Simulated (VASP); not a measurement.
Output of a VASP run:

File OSZICAR:
```
       N       E                     dE             d eps       ncg     rms          rms(c)
DAV:   1     0.196999362023E+03    0.19700E+03   -0.16234E+04   704   0.158E+03
DAV:   2    -0.457660995424E+01   -0.20158E+03   -0.19646E+03   743   0.384E+02
DAV:   3    -0.129813226554E+02   -0.84047E+01   -0.83869E+01   752   0.876E+01
DAV:   4    -0.130243194662E+02   -0.42997E-01   -0.42989E-01   763   0.621E+00
DAV:   5    -0.130244804410E+02   -0.16097E-03   -0.16096E-03   765   0.340E-01    0.973E+00
DAV:   6    -0.115888328105E+02    0.14356E+01   -0.42960E+00   884   0.414E+01    0.747E+00
DAV:   7    -0.116136344578E+02   -0.24802E-01   -0.71761E-01   684   0.885E+00    0.441E+00
DAV:   8    -0.116025267626E+02    0.11108E-01   -0.16174E-01   743   0.408E+00    0.715E-01
DAV:   9    -0.115928623539E+02    0.96644E-02   -0.39042E-02   857   0.252E+00    0.106E-01
DAV:  10    -0.115933469669E+02   -0.48461E-03   -0.35036E-03   682   0.656E-01    0.984E-02
DAV:  11    -0.115934400003E+02   -0.93033E-04   -0.12951E-04   760   0.157E-01    0.481E-02
DAV:  12    -0.115934705659E+02   -0.30566E-04   -0.11874E-04   702   0.997E-02    0.160E-02
DAV:  13    -0.115934737619E+02   -0.31961E-05   -0.69989E-06   748   0.291E-02    0.305E-03
DAV:  14    -0.115934740729E+02   -0.31094E-06   -0.70249E-07   550   0.561E-03
   1 F= -.11593474E+02 E0= -.11593474E+02  d E =-.115935E+02
       N       E                     dE             d eps       ncg     rms          rms(c)
DAV:   1    -0.116016497813E+02   -0.81760E-02   -0.16996E-01   685   0.505E+00    0.691E-01
DAV:   2    -0.115942661639E+02    0.73836E-02   -0.27352E-02   690   0.162E+00    0.156E-01
DAV:   3    -0.115937400241E+02    0.52614E-03   -0.12933E-03   681   0.715E-01    0.160E-01
DAV:   4    -0.115936654024E+02    0.74622E-04   -0.19441E-04   698   0.178E-01    0.109E-01
DAV:   5    -0.115936443356E+02    0.21067E-04   -0.43822E-05   707   0.857E-02    0.130E-02
DAV:   6    -0.115936420796E+02    0.22560E-05   -0.90920E-06   791   0.613E-02    0.246E-03
DAV:   7    -0.115936420510E+02    0.28612E-07   -0.97039E-07   472   0.105E-02
   2 F= -.11593642E+02 E0= -.11593642E+02  d E =-.167978E-03
```

OUTCAR:
```
------------------------ aborting loop because EDIFF is reached ----------------------------------------
  FORCE on cell =-STRESS in cart. coord.  units (eV):
  Direction    XX          YY          ZZ          XY          YZ          ZX
  --------------------------------------------------------------------------------------
  Total       -0.0433238     -0.0433238     -0.0433238      0.0000000      0.0000000      0.0000000
  in kB       -1.7636288     -1.7636288     -1.7636288      0.0000000      0.0000000      0.0000000
  external PRESSURE =      -1.7636288 kB  Pullay stress =       0.0000000 kB
  volume of cell :       39.36
      direct lattice vectors                 reciprocal lattice vectors
     0.000000000  2.699810804  2.699810804    -0.185198163  0.185198163  0.185198163
     2.699810804  0.000000000  2.699810804     0.185198163 -0.185198163  0.185198163
     2.699810804  2.699810804  0.000000000     0.185198163  0.185198163 -0.185198163
 POSITION                                       TOTAL-FORCE (eV/Angst)
 -----------------------------------------------------------------------------------
      2.69981      0.00000      2.69981         0.000000      0.000000      0.000000
      1.34991      1.34991      1.34991         0.000000      0.000000     -0.000000
      4.04972      4.04972      4.04972        -0.000000     -0.000000      0.000000
 -----------------------------------------------------------------------------------
    total drift:                                0.000000     -0.000000      0.000000
  FREE ENERGIE OF THE ION-ELECTRON SYSTEM (eV)
  ---------------------------------------------------
  free  energy   TOTEN  =       -11.5936420510 eV

  energy  without entropy=      -11.5936420510  energy(sigma->0) =      -11.59364205

 reached required accuracy - stopping structural energy minimisation
```
(Selected blocks of OUTCAR.)

POSCAR:
```
CdF2
1
    0.0000000000     2.6950000000     2.6950000000
    2.6950000000     0.0000000000     2.6950000000
    2.6950000000     2.6950000000     0.0000000000
Cd F
1 2
Direct
  0.0000000000   0.0000000000   0.0000000000
  0.2500000000   0.2500000000   0.2500000000
  0.7500000000   0.7500000000   0.7500000000
```

Write an INCAR and KPOINTS that could have produced this output.

This is not unique; one that fits is the input of the run itself, PBEsol GGA, plane waves, VASP's PBE PAW potentials (set 64).

KPOINTS:
```
Automatic mesh
0
Gamma
7 7 7
0 0 0
```

### INCAR
```
SYSTEM = CdF2
PREC = Accurate
ENCUT = 530
EDIFF = 1E-6
NELM = 100
ALGO = Normal
LREAL = .FALSE.
LASPH = .TRUE.
ISMEAR = 0
SIGMA = 0.05
GGA = PS
LMAXMIX = 4
LWAVE = .FALSE.
LCHARG = .FALSE.
IBRION = 2
ISIF = 3
NSW = 60
EDIFFG = -0.02
```

POTCAR, in this order: Cd F (PBE.64 set). Program: vasp_std.

The compound is CdF2 in the fluorite structure. This run relaxes it. Symmetry was kept, so distortions that lower it aren't found. The start is the result of an earlier pass.
